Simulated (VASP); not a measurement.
An input for Quantum ESPRESSO's pw.x (written as the equivalent of a VASP run, and not itself run):

```
&CONTROL
  calculation = 'scf'
  pseudo_dir = './pseudo'
  outdir = './out'
  tprnfor = .true.
  tstress = .true.
/
&SYSTEM
  ibrav = 0
  nat = 6
  ntyp = 3
  ecutwfc = 86
  occupations = 'smearing'
  smearing = 'fermi-dirac'
  degauss = 0.00735
  input_dft = 'pbesol'
/
&ELECTRONS
  conv_thr = 7.3e-08
  electron_maxstep = 100
/
ATOMIC_SPECIES
  Se 78.971 Se.upf
  Ti 47.867 Ti.upf
  Zr 91.224 Zr.upf
CELL_PARAMETERS angstrom
     6.1000000    0.0000000    0.0000000
     0.0000000    3.6690000    0.0000000
     0.0000000    0.0000000    6.2000000
ATOMIC_POSITIONS crystal
  Se   0.2500000  0.0000000  0.3300000
  Se   0.7500000  0.0000000  0.6700000
  Se   0.2500000  0.5000000  0.8300000
  Se   0.7500000  0.5000000  0.1700000
  Ti   0.0000000  0.0000000  0.0000000
  Zr   0.0000000  0.5000000  0.5000000
K_POINTS automatic
  3 4 3 0 0 0
```

Write the VASP files for the same calculation (PBEsol).

Several could match; the one computed here: 
**POSCAR**
```
ZrTiSe4
1.0
  6.1000000000   0.0000000000   0.0000000000
  0.0000000000   3.6690000000   0.0000000000
  0.0000000000   0.0000000000   6.2000000000
Se Ti Zr
4 1 1
Cart
  1.5250000000   0.0000000000   2.0460000000
  4.5750000000   0.0000000000   4.1540000000
  1.5250000000   1.8345000000   5.1460000000
  4.5750000000   1.8345000000   1.0540000000
  0.0000000000   0.0000000000   0.0000000000
  0.0000000000   1.8345000000   3.1000000000
```

**KPOINTS**
```
Automatic mesh
0
Gamma
3 4 3
0 0 0
```

**INCAR**
```
ALGO = Normal
EDIFF = 1E-6
ENCUT = 300
GGA = PS
ISIF = 2
ISMEAR = -1
LASPH = .True.
LCHARG = .False.
LMAXMIX = 4
LREAL = .False.
LWAVE = .False.
NELM = 100
PREC = Accurate
SIGMA = 0.1
SYSTEM = ZrTiSe4
```

POTCAR, in this order: Se Ti_sv Zr_sv (PBE.64 set). Program: vasp_std.

Limits of the translation: the potentials are each code's own (VASP's PAW set, PseudoDojo norm-conserving files in pw.x), so ENCUT and ecutwfc are chosen apart and not converted; conv_thr bounds pw.x's estimated SCF error, while EDIFF bounds the energy change between steps.

The structure comes from a measured ZrTiSe4 entry of the Crystallography Open Database, whose conditions weren't checked. The cell was not relaxed at this level. The k-mesh is coarse (spacing up to 0.43 per Å, 2π included), so the numbers may not be converged in it. The run is one of a series of settings (KPOINTS 3×4×3 Γ-centred mesh against the base run), some of them coarse on purpose.
